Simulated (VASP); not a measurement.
Method: PBEsol GGA, VASP's PBE PAW potentials (set 64) (plane waves; VASP).

Input for VASP

**INCAR**
```
ALGO = Normal
EDIFF = 1E-6
EDIFFG = -0.02
ENCUT = 520
GGA = PS
IBRION = 2
ISIF = 3
ISMEAR = 1
ISPIN = 2
LASPH = T
LCHARG = F
LMAXMIX = 4
LORBIT = 10
LREAL = F
LWAVE = F
MAGMOM = 3.0 3.0 0.0 0.0
NELM = 100
NSW = 60
PREC = Accurate
SIGMA = 0.1
SYSTEM = CoO
```

### KPOINTS
```
Automatic mesh
0
Gamma
11 11 6
0 0 0
```

POSCAR:
```
CoO
1
    2.8536662294     0.0000000000    -0.0000000000
   -1.4268331147     2.4713472904     0.0000000000
    0.0000000000     0.0000000000     5.1015525774
Co O
2 2
Direct
  0.0000000000   0.0000000000   0.0000000000
  0.0000000000   0.0000000000   0.5000000000
  0.3333330000   0.6666670000   0.2500000000
  0.6666670000   0.3333330000   0.7500000000
```

POTCAR, in this order: Co O (PBE.64 set). Program: vasp_std.

The run wrote:

File OUTCAR:
```
 ion  position               nearest neighbor table
   1  0.000  0.000  0.000-   3 2.08   4 2.08   3 2.08   4 2.08   4 2.08   3 2.08   2 2.55   2 2.55
  LATTYP: Found a hexagonal cell.
 ALAT       =     2.8536662294
 C/A-ratio  =     1.7877187335
 Subroutine PRICEL returns:
 Original cell was already a primitive cell.
 Subroutine GETGRP returns: Found 24 space group operations
The static configuration has the point symmetry D_3d.
 The point group associated with its full space group is D_6h.
The dynamic configuration has the point symmetry D_3d.
The overall configuration has the point symmetry D_3d.
 Subroutine INISYM returns: Found 24 space group operations
 Subroutine IBZKPT returns following result:
 Found     64 irreducible k-points:

 Following reciprocal coordinates:
            Coordinates               Weight
  0.000000  0.000000  0.000000      1.000000
  0.090909  0.000000  0.000000      6.000000
  0.181818  0.000000  0.000000      6.000000
  0.272727 -0.000000  0.000000      6.000000
  0.363636 -0.000000  0.000000      6.000000
  0.454545  0.000000  0.000000      6.000000
  0.090909  0.090909  0.000000      6.000000
...
```

### OSZICAR
```
       N       E                     dE             d eps       ncg     rms          rms(c)
DAV:   1     0.241800874829E+03    0.24180E+03   -0.14651E+04  5752   0.172E+03
DAV:   2    -0.697425401425E+01   -0.24878E+03   -0.22719E+03  5824   0.363E+02
DAV:   3    -0.325979723369E+02   -0.25624E+02   -0.24365E+02  6712   0.133E+02
DAV:   4    -0.332421572693E+02   -0.64418E+00   -0.64127E+00  6478   0.226E+01
DAV:   5    -0.332611262174E+02   -0.18969E-01   -0.18965E-01  7680   0.351E+00    0.229E+01
DAV:   6    -0.304015773834E+02    0.28595E+01   -0.38719E+01  7766   0.101E+02    0.259E+01
DAV:   7    -0.282239197941E+02    0.21777E+01   -0.10155E+01  7210   0.743E+01    0.111E+01
DAV:   8    -0.282933817190E+02   -0.69462E-01   -0.17137E+00  6752   0.125E+01    0.689E+00
DAV:   9    -0.282302538302E+02    0.63128E-01   -0.33425E-01  9040   0.990E+00    0.219E+00
DAV:  10    -0.282460463997E+02   -0.15793E-01   -0.99921E-02  6570   0.287E+00    0.963E-01
DAV:  11    -0.282461530460E+02   -0.10665E-03   -0.21739E-02  8588   0.195E+00    0.302E-01
DAV:  12    -0.282461622473E+02   -0.92012E-05   -0.33839E-03  7710   0.608E-01    0.191E-01
DAV:  13    -0.282462959293E+02   -0.13368E-03   -0.72858E-04  8100   0.272E-01    0.595E-02
DAV:  14    -0.282462858577E+02    0.10072E-04   -0.63506E-05  7694   0.131E-01    0.307E-02
DAV:  15    -0.282462847104E+02    0.11473E-05   -0.37129E-05  7428   0.444E-02    0.136E-02
DAV:  16    -0.282462851926E+02   -0.48218E-06   -0.16788E-06  3562   0.211E-02
   1 F= -.28246285E+02 E0= -.28245632E+02  d E =-.282463E+02  mag=     5.7884
       N       E                     dE             d eps       ncg     rms          rms(c)
DAV:   1    -0.282528838293E+02   -0.65991E-02   -0.16971E-01  6194   0.476E+00    0.638E-01
DAV:   2    -0.282473275945E+02    0.55562E-02   -0.16027E-02  7012   0.167E+00    0.324E-01
DAV:   3    -0.282469511013E+02    0.37649E-03   -0.23510E-03  8400   0.688E-01    0.241E-01
DAV:   4    -0.282468504524E+02    0.10065E-03   -0.26356E-04  7592   0.304E-01    0.558E-02
DAV:   5    -0.282468003326E+02    0.50120E-04   -0.13841E-04  8630   0.107E-01    0.336E-02
DAV:   6    -0.282467922813E+02    0.80513E-05   -0.29901E-05  7232   0.887E-02    0.239E-02
DAV:   7    -0.282467897566E+02    0.25247E-05   -0.35256E-06  5314   0.356E-02    0.116E-02
DAV:   8    -0.282467897296E+02    0.26962E-07   -0.68075E-06  3884   0.192E-02
   2 F= -.28246790E+02 E0= -.28246297E+02  d E =-.504537E-03  mag=     5.8522
       N       E                     dE             d eps       ncg     rms          rms(c)
DAV:   1    -0.282470037777E+02   -0.21402E-03   -0.54979E-03  6174   0.851E-01    0.116E-01
DAV:   2    -0.282468215597E+02    0.18222E-03   -0.52553E-04  7020   0.301E-01    0.591E-02
DAV:   3    -0.282468092912E+02    0.12268E-04   -0.75955E-05  8408   0.118E-01    0.432E-02
DAV:   4    -0.282468051705E+02    0.41208E-05   -0.77386E-06  6996   0.528E-02    0.983E-03
DAV:   5    -0.282468034821E+02    0.16884E-05   -0.39673E-06  3534   0.193E-02    0.536E-03
DAV:   6    -0.282468033840E+02    0.98089E-07   -0.14883E-06  2962   0.199E-02
   3 F= -.28246803E+02 E0= -.28246278E+02  d E =-.518191E-03  mag=     5.8416
       N       E                     dE             d eps       ncg     rms          rms(c)
DAV:   1    -0.282478188533E+02   -0.10154E-02   -0.35485E-02  5974   0.159E+00    0.223E-01
DAV:   2    -0.282471610433E+02    0.65781E-03   -0.13691E-03  7258   0.577E-01    0.126E-01
DAV:   3    -0.282471004922E+02    0.60551E-04   -0.69259E-04  8288   0.236E-01    0.921E-02
DAV:   4    -0.282470735912E+02    0.26901E-04   -0.54886E-05  7698   0.157E-01    0.336E-02
DAV:   5    -0.282470643059E+02    0.92853E-05   -0.76905E-05  8656   0.669E-02    0.222E-02
DAV:   6    -0.282470627855E+02    0.15204E-05   -0.68346E-06  6868   0.527E-02    0.115E-02
DAV:   7    -0.282470619543E+02    0.83122E-06   -0.11829E-06  3612   0.250E-02
   4 F= -.28247062E+02 E0= -.28246596E+02  d E =-.258570E-03  mag=     5.8431
```

OUTCAR:
```
------------------------ aborting loop because EDIFF is reached ----------------------------------------
  FORCE on cell =-STRESS in cart. coord.  units (eV):
  Direction    XX          YY          ZZ          XY          YZ          ZX
  --------------------------------------------------------------------------------------
  Total       -0.0583428     -0.0583427      0.0420368      0.0000000      0.0000000     -0.0000000
  in kB       -2.5890668     -2.5890665      1.8654604      0.0000000      0.0000000     -0.0000000
  external PRESSURE =      -1.1042243 kB  Pullay stress =       0.0000000 kB
  volume of cell :       36.10
      direct lattice vectors                 reciprocal lattice vectors
     2.852131988 -0.000000000 -0.000000000     0.350614910  0.202427626 -0.000000000
    -1.426065994  2.470018598  0.000000000     0.000000000  0.404855251 -0.000000000
     0.000000000  0.000000000  5.124888551     0.000000000 -0.000000000  0.195126194
 POSITION                                       TOTAL-FORCE (eV/Angst)
 -----------------------------------------------------------------------------------
      0.00000     -0.00000      0.00000        -0.000000     -0.000000     -0.000000
      0.00000      0.00000      2.56244        -0.000000     -0.000000     -0.000000
     -0.00000      1.64668      1.28122        -0.000000     -0.000000      0.000000
      1.42607      0.82334      3.84367         0.000000      0.000000     -0.000000
 -----------------------------------------------------------------------------------
    total drift:                                0.000000     -0.000000      0.000000
  FREE ENERGIE OF THE ION-ELECTRON SYSTEM (eV)
  ---------------------------------------------------
  free  energy   TOTEN  =       -28.2470619543 eV

  energy  without entropy=      -28.2456654774  energy(sigma->0) =      -28.24659646

 total charge

# of ion       s       p       d       tot
------------------------------------------
    1        0.328   0.434   7.203   7.965
    2        0.328   0.434   7.203   7.965
    3        1.551   3.422   0.000   4.973
    4        1.551   3.422   0.000   4.973
--------------------------------------------------
tot          3.758   7.711  14.407  25.876

 magnetization (x)

# of ion       s       p       d       tot
------------------------------------------
    1        0.012   0.011   2.493   2.516
    2        0.012   0.011   2.493   2.516
    3        0.033   0.324   0.000   0.357
    4        0.033   0.324   0.000   0.357
--------------------------------------------------
tot          0.091   0.670   4.986   5.747

 reached required accuracy - stopping structural energy minimisation
```
(Selected blocks of OUTCAR.)

### CONTCAR
```
CoO
   1.00000000000000
     2.8521319875424824   -0.0000000000000000   -0.0000000000000000
    -1.4260659937712412    2.4700185982316789    0.0000000000000000
     0.0000000000000000    0.0000000000000000    5.1248885511347657
  Co              O
     2     2
Direct
     0.0000000000000000    0.0000000000000000    0.0000000000000000
     0.0000000000000000    0.0000000000000000    0.5000000000000000
     0.3333330000000032    0.6666669999999968    0.2500000000000000
     0.6666669999999968    0.3333330000000032    0.7500000000000000
```

The moments were started parallel, and other spin orders were not tried in this run.

The structure was generated: CoO was put into the NiAs type type (P6_3/mmc), which need not be its known phase. This run relaxes it. Symmetry was kept, so distortions that lower it aren't found. The start is the result of an earlier pass.
